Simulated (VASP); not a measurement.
Calculation: r2SCAN meta-GGA, VASP's PBE PAW potentials (set 64) (plane waves; VASP 6.6.1).

Input for VASP

### KPOINTS
```
Automatic mesh
0
Gamma
9 9 9
0 0 0
```

**INCAR**
```
ALGO = Normal   ! blocked Davidson
ISMEAR = 0   ! Gaussian
LASPH = .TRUE.   ! aspherical one-centre terms
NSW = 60   ! most ionic steps
SYSTEM = Te
IBRION = 2
METAGGA = R2SCAN
ISIF = 3
LMIXTAU = .TRUE.
PREC = Accurate
LMAXMIX = 4
SIGMA = 0.05   ! width (eV)
EDIFFG = -0.01   ! ionic stop
LCHARG = .FALSE.
LREAL = .FALSE.
LWAVE = .FALSE.
EDIFF = 1E-6
ENCUT = 400
NELM = 100   ! most electronic steps
```

### POSCAR
```
Te
1.0
 -1.9197390000   1.9197390000   1.9197390000
  1.9197390000  -1.9197390000   1.9197390000
  1.9197390000   1.9197390000  -1.9197390000
Te
1
Cart
  0.0000000000   0.0000000000   0.0000000000
```

POTCAR, in this order: Te (PBE.64 set). Program: vasp_std.

Output

**OSZICAR**
```
       N       E                     dE             d eps       ncg     rms          rms(c)
DAV:   1    -0.138186466788E+02   -0.13819E+02   -0.20988E+03   490   0.531E+02
DAV:   2    -0.257903280739E+02   -0.11972E+02   -0.11409E+02   665   0.695E+01
DAV:   3    -0.260280483820E+02   -0.23772E+00   -0.23440E+00   609   0.107E+01
DAV:   4    -0.260289850863E+02   -0.93670E-03   -0.93668E-03   763   0.864E-01
DAV:   5    -0.260289874947E+02   -0.24083E-05   -0.24078E-05   707   0.250E-02    0.552E+00
DAV:   6    -0.248775581373E+02    0.11514E+01   -0.24732E-01   546   0.403E+00    0.341E+00
DAV:   7    -0.254568425479E+02   -0.57928E+00   -0.17076E-01   511   0.376E+00    0.486E-01
DAV:   8    -0.250152432008E+02    0.44160E+00   -0.16848E-01   539   0.352E+00    0.927E-02
DAV:   9    -0.250192444299E+02   -0.40012E-02   -0.16213E-03   686   0.497E-01    0.789E-02
DAV:  10    -0.250193787553E+02   -0.13433E-03   -0.94996E-04   588   0.382E-01    0.154E-01
DAV:  11    -0.250201157244E+02   -0.73697E-03   -0.58616E-04   546   0.316E-01    0.933E-02
DAV:  12    -0.250201137872E+02    0.19372E-05   -0.10580E-05   777   0.403E-02    0.519E-02
DAV:  13    -0.250201395685E+02   -0.25781E-04   -0.67133E-06   567   0.322E-02    0.307E-02
DAV:  14    -0.250201532371E+02   -0.13669E-04   -0.69305E-06   546   0.301E-02    0.124E-02
DAV:  15    -0.250201555873E+02   -0.23502E-05   -0.20566E-06   581   0.176E-02    0.207E-03
DAV:  16    -0.250201558638E+02   -0.27651E-06   -0.41979E-08   315   0.236E-03
   1 F= -.25020156E+02 E0= -.25020017E+02  d E =-.250202E+02
       N       E                     dE             d eps       ncg     rms          rms(c)
DAV:   1    -0.250266509439E+02   -0.64954E-02   -0.28405E-01   511   0.284E+00    0.524E-01
DAV:   2    -0.250222322365E+02    0.44187E-02   -0.97177E-03   539   0.795E-01    0.274E-01
DAV:   3    -0.250203851470E+02    0.18471E-02   -0.56227E-03   504   0.631E-01    0.321E-01
DAV:   4    -0.250211721294E+02   -0.78698E-03   -0.24868E-04   602   0.135E-01    0.274E-01
DAV:   5    -0.250212517738E+02   -0.79644E-04   -0.29020E-05   567   0.604E-02    0.169E-01
DAV:   6    -0.250214779775E+02   -0.22620E-03   -0.92067E-05   511   0.739E-02    0.683E-03
DAV:   7    -0.250214939531E+02   -0.15976E-04   -0.25190E-05   518   0.631E-02    0.417E-03
DAV:   8    -0.250214938505E+02    0.10266E-06   -0.43427E-07   371   0.591E-03
   2 F= -.25021494E+02 E0= -.25021432E+02  d E =-.133799E-02
       N       E                     dE             d eps       ncg     rms          rms(c)
DAV:   1    -0.250229520085E+02   -0.14581E-02   -0.40364E-02   497   0.108E+00    0.206E-01
DAV:   2    -0.250223320488E+02    0.61996E-03   -0.12798E-03   539   0.291E-01    0.106E-01
DAV:   3    -0.250220562786E+02    0.27577E-03   -0.78607E-04   490   0.234E-01    0.997E-02
DAV:   4    -0.250221707785E+02   -0.11450E-03   -0.37440E-05   609   0.530E-02    0.840E-02
DAV:   5    -0.250221799733E+02   -0.91948E-05   -0.40580E-06   539   0.231E-02    0.519E-02
DAV:   6    -0.250222120423E+02   -0.32069E-04   -0.11601E-05   518   0.271E-02    0.266E-03
DAV:   7    -0.250222144554E+02   -0.24131E-05   -0.34588E-06   490   0.237E-02    0.133E-03
DAV:   8    -0.250222144457E+02    0.97149E-08   -0.51440E-08   266   0.200E-03
   3 F= -.25022214E+02 E0= -.25022140E+02  d E =-.205858E-02
```

### OUTCAR
```
------------------------ aborting loop because EDIFF is reached ----------------------------------------
  FORCE on cell =-STRESS in cart. coord.  units (eV):
  Direction    XX          YY          ZZ          XY          YZ          ZX
  --------------------------------------------------------------------------------------
  Total        0.0032454      0.0032454      0.0032454      0.0000000     -0.0000000      0.0000000
  in kB        0.1802043      0.1802043      0.1802043      0.0000000     -0.0000000      0.0000000
  external PRESSURE =       0.1802043 kB  Pullay stress =       0.0000000 kB
  volume of cell :       28.85
      direct lattice vectors                 reciprocal lattice vectors
    -1.932194657  1.932194657  1.932194657     0.000000000  0.258773099  0.258773099
     1.932194657 -1.932194657  1.932194657     0.258773099  0.000000000  0.258773099
     1.932194657  1.932194657 -1.932194657     0.258773099  0.258773099  0.000000000
 POSITION                                       TOTAL-FORCE (eV/Angst)
 -----------------------------------------------------------------------------------
      0.00000      0.00000      0.00000         0.000000     -0.000000      0.000000
 -----------------------------------------------------------------------------------
    total drift:                                0.000000      0.000000      0.000000
  FREE ENERGIE OF THE ION-ELECTRON SYSTEM (eV)
  ---------------------------------------------------
  free  energy   TOTEN  =       -25.0222144457 eV

  energy  without entropy=      -25.0220649999  energy(sigma->0) =      -25.02213972

 reached required accuracy - stopping structural energy minimisation
```
(Selected blocks of OUTCAR.)

**CONTCAR**
```
Te
   1.00000000000000
    -1.9321946565043260    1.9321946565043260    1.9321946565043260
     1.9321946565043260   -1.9321946565043260    1.9321946565043260
     1.9321946565043260    1.9321946565043260   -1.9321946565043260
  Te
     1
Direct
     0.0000000000000000    0.0000000000000000    0.0000000000000000
```

The structure was generated: Te was put into the bcc type (Im-3m), which need not be its known phase. This run relaxes it. Symmetry was kept, so distortions that lower it aren't found.
